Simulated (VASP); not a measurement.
The cell holds one KBr (rock salt) (100) slab, with vacuum along c, ions free to move until forces fall under 0.03 eV/Å, no reconstruction beyond this cell, dipole correction on. Ionisation potential and electron affinity count from the cell's own band edges, surface states included.

Given:

```xyz
8
Lattice="4.6370 0.0000 0.0000 0.0000 4.6370 0.0000 0.0000 0.0000 28.0195" Properties=species:S:1:pos:R:3 pbc="T T T"
K      0.0000     2.3185     9.1197
K      2.3185     0.0000    12.3653
K      0.0000     2.3185    15.6542
K      2.3185     0.0000    18.8999
Br     0.0000     2.3185    12.3618
Br     2.3185     0.0000     9.0740
Br     0.0000     2.3185    18.9456
Br     2.3185     0.0000    15.6577
```

Level of theory: PBEsol GGA, VASP's PBE PAW potentials (set 64) (plane waves; VASP 6.6.1). Settings: 400 eV cut-off, 5×5×1 Γ-centred mesh, Gaussian smearing of 0.050 eV, potentials K_sv Br.

Slab and bulk use different k-meshes, so the surface energy is good to a few per cent at best.

Q: Predict its surface energy, ionisation potential, electron affinity, band gap (on the k-mesh).

A: 
- surface energy = 0.12 J/m²
- ionisation potential = 5.99 eV
- electron affinity = 1.61 eV
- band gap (on the k-mesh) = 4.38 eV

The cell is a thin slab with vacuum, built from KBr (rock salt): (100) face.
